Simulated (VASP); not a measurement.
Given:

```
O2Si
1.0
    5.09462     0.00000     0.00000
   -2.54731     4.41207     0.00000
    0.00000     0.00000     8.60100
Si O
4 8
Direct
  0.66667   0.33333   0.93716
  0.33333   0.66667   0.43716
  0.66667   0.33333   0.56284
  0.33333   0.66667   0.06284
  0.00000   0.42059   0.00000
  0.57941   0.00000   0.50000
  0.57941   0.57941   0.00000
  0.00000   0.57941   0.50000
  0.42059   0.00000   0.00000
  0.42059   0.42059   0.50000
  0.66667   0.33333   0.75000
  0.33333   0.66667   0.25000
```

All values below come from PBEsol GGA, VASP's PBE PAW potentials (set 64) (plane waves; VASP 6.6.1). Settings: 520 eV cut-off, 6×6×3 Γ-centred mesh, tetrahedra with Blöchl corrections, potentials Si O.

The cores are frozen, which limits the accuracy of field gradients.

Give the principal components of the electric field gradient (V/Å²) and the asymmetry η at each nucleus.

| atom | Vxx | Vyy | Vzz | η |
|---|---|---|---|---|
| Si1 | 0.3 | 0.3 | -0.7 | 0.00 |
| Si2 | 0.3 | 0.3 | -0.7 | 0.00 |
| Si3 | 0.3 | 0.3 | -0.7 | 0.00 |
| Si4 | 0.3 | 0.3 | -0.7 | 0.00 |
| O5 | -52.5 | -39.9 | 92.4 | 0.14 |
| O6 | -52.5 | -39.9 | 92.4 | 0.14 |
| O7 | -52.5 | -39.9 | 92.4 | 0.14 |
| O8 | -52.5 | -39.9 | 92.4 | 0.14 |
| O9 | -52.5 | -39.9 | 92.4 | 0.14 |
| O10 | -52.5 | -39.9 | 92.4 | 0.14 |
| O11 | -48.9 | -48.9 | 97.9 | 0.00 |
| O12 | -48.9 | -48.9 | 97.9 | 0.00 |

The structure comes from a computed database's SiO2 entry (P6_322); how it stands against other phases isn't given here. It was relaxed first.
